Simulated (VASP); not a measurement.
```
CdO
1.0
    0.00000     2.39105     2.39105
    2.39105     0.00000     2.39105
    2.39105     2.39105     0.00000
Cd O
1 1
Direct
  0.00000   0.00000   0.00000
  0.50000   0.50000   0.50000
```

These are PBE GGA, VASP's PBE PAW potentials (set 64) (plane waves; VASP) values and carry that method's errors. Settings: 520 eV cut-off, Gaussian smearing of 0.050 eV, potentials Cd O.

### Question
Give the energies of bands 2 to 10 at the high-symmetry points, in eV from the Fermi level.

### Answer

| band | Γ | X | U | L | W |
|---|---|---|---|---|---|
| 2 | -6.65 | -7.05 | -7.00 | -7.42 | -6.78 |
| 3 | -6.65 | -6.14 | -6.60 | -7.14 | -6.74 |
| 4 | -6.65 | -6.04 | -6.46 | -7.14 | -6.74 |
| 5 | -6.38 | -6.04 | -6.12 | -6.16 | -6.04 |
| 6 | -6.38 | -5.79 | -6.03 | -6.16 | -5.88 |
| 7 | -1.17 | -3.99 | -3.18 | -3.71 | -2.78 |
| 8 | -1.17 | -2.09 | -2.72 | -0.03 | -2.78 |
| 9 | -1.17 | -2.09 | -1.17 | -0.03 | -1.79 |
| 10 | -0.56 | 3.64 | 5.13 | 4.39 | 5.66 |

It has no gap at this level: it comes out as a metal or semimetal.

The compound is CdO in the rock salt structure. It was relaxed first, which changed the volume by +5 %.
